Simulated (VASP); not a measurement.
Elastic constants (GPa) of a crystal from LDA (Ceperley-Alder, Perdew-Zunger), VASP's LDA PAW potentials (set 64) (VASP):

|  | xx | yy | zz | yz | xz | xy |
|---|---|---|---|---|---|---|
| xx | 161.2 | 64.6 | 64.6 | 0.0 | 0.0 | 0.0 |
| yy | 64.6 | 161.2 | 64.6 | 0.0 | 0.0 | 0.0 |
| zz | 64.6 | 64.6 | 161.2 | 0.0 | 0.0 | 0.0 |
| yz | 0.0 | 0.0 | 0.0 | 76.2 | 0.0 | 0.0 |
| xz | 0.0 | 0.0 | 0.0 | 0.0 | 76.2 | 0.0 |
| xy | 0.0 | 0.0 | 0.0 | 0.0 | 0.0 | 76.2 |

**Question.** Work out the Voigt, Reuss and Hill moduli, Young's modulus and Poisson's ratio.

**Answer.** All eigenvalues are positive (smallest 76.2 GPa), so the crystal is stable. K_V = (C11+C22+C33+2(C12+C13+C23))/9 = (483.6 + 2×193.8)/9 = 96.8 GPa; G_V = (483.6 − 193.8 + 3×228.6)/15 = 65.0 GPa. From the compliances, K_R = 96.8 GPa and G_R = 61.9 GPa. Hill: K = 96.8 GPa, G = 63.5 GPa, E = 9KG/(3K+G) = 156.3 GPa, ν = (3K−2G)/(2(3K+G)) = 0.231. K/G = 1.53, below Pugh's 1.75; universal anisotropy A^U = 0.25.

**Question.** With a density of 2.37 g/cm³, what are the mean sound speeds?

**Answer.** v_l = √((K+4G/3)/ρ) = 8.76 km/s and v_t = √(G/ρ) = 5.18 km/s. The crystal is Si (diamond), cubic.

The compound is Si in the diamond structure. It was relaxed first.
